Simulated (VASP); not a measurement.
An input for Ansatz (written as the equivalent of a VASP run, and not itself run):

Ansatz 0.2 input:
```yaml
crystal:
  lattice:
    - [0.0000000, 3.3436190, 3.4582400]
    - [1.9413540, 0.0000000, 3.4582400]
    - [1.9413540, 3.3436190, 0.0000000]
  atoms:
    - { symbol: B, position: [0.6635000, 0.3365000, 0.6635000] }
    - { symbol: B, position: [0.3365000, 0.6635000, 0.3365000] }
    - { symbol: B, position: [0.5865000, 0.9135000, 0.5865000] }
    - { symbol: B, position: [0.9135000, 0.5865000, 0.9135000] }
    - { symbol: Cr, position: [0.0000000, 0.0000000, 0.0000000], spin: 3 }
    - { symbol: Cr, position: [0.2500000, 0.2500000, 0.2500000], spin: 3 }
kpoints:
  mp_grid: { grid: [4, 4, 4] }
hamiltonian:
  xc: pbe
  pseudopotentials: { kind: paw }
magnetization: { spin_polarized: true }
scf:
  occupations: { method: gaussian, width: 0.1 }
  max_iter: 100
output: { forces: true, stress: true, eigenvalues: true }
```

### Question
Translate this input to VASP (INCAR, KPOINTS, POSCAR, choice of POTCAR).

### Answer
This is not unique; one that fits is 
**POSCAR**
```
CrB2
1.0
  0.0000000000   3.3436190000   3.4582400000
  1.9413540000   0.0000000000   3.4582400000
  1.9413540000   3.3436190000   0.0000000000
B Cr
4 2
Cart
  1.9413540000   4.4369824130   3.4582400000
  1.9413540000   2.2502555870   3.4582400000
  2.9120310000   3.9220650870   5.1873600000
  2.9120310000   6.1087919130   5.1873600000
  0.0000000000   0.0000000000   0.0000000000
  0.9706770000   1.6718095000   1.7291200000
```

**KPOINTS**
```
Automatic mesh
0
Gamma
4 4 4
0 0 0
```

INCAR:
```
# general
SYSTEM  = CrB2
PREC    = Accurate
ENCUT   = 400   # plane-wave cut-off (eV)
LREAL   = .FALSE.   # projection in real space or not
LASPH   = .TRUE.   # aspherical one-centre terms

# electronic loop
EDIFF   = 1E-6   # SCF stop (eV)
NELM    = 100   # most electronic steps
ALGO    = Normal   # blocked Davidson
LMAXMIX = 4

# smearing
ISMEAR  = 0   # Gaussian
SIGMA   = 0.1   # width (eV)

# functional
GGA     = PE

# spin
ISPIN   = 2   # spin-polarised
MAGMOM  = 4*0.0 2*3.0

# ions
ISIF    = 2   # forces and stress, cell fixed

# output
LWAVE   = .FALSE.
LCHARG  = .FALSE.
LORBIT  = 11   # lm-projected
```

POTCAR, in this order: B Cr_pv (PBE.64 set). Program: vasp_std.

The two are equivalent in intent, not identical: each code has its own PAW files, so the cut-off isn't converted (ENCUT is set for VASP's; basis.ecutwfc is left out, and Ansatz then takes the one that its files recommend); Ansatz stops its SCF on the density residual and VASP on the energy change (EDIFF).

The structure was generated: CrB2 was put into an ordered model structure, which need not be its known phase. The cell was not relaxed at this level. The k-mesh is coarse (spacing up to 0.52 per Å, 2π included), so the numbers may not be converged in it.
